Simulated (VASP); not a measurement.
**Nb (relaxed from the simple-cubic structure, space group Pm-3m): computed properties**

Method: PBEsol GGA, VASP's PBE PAW potentials (set 64) (plane waves; VASP 6.6.1).

```yaml
space_group: Pm-3m (221)
cell: a = b = c = 2.6825 Å, α = β = γ = 90.00°
volume_per_atom: 19.30 Å^3/atom
band gap (over mesh and band path): none (metal, semimetal or under 0.01 eV)
density: 7.99 g/cm³
```

```
CELL_PARAMETERS angstrom
      2.68251     0.00000     0.00000
      0.00000     2.68251     0.00000
      0.00000     0.00000     2.68251
ATOMIC_POSITIONS crystal
  Nb 0.00000 0.00000 0.00000
```

The structure was generated: Nb was put into the simple-cubic type (Pm-3m), which need not be its known phase. It was relaxed first. Symmetry was kept, so distortions that lower it aren't found.
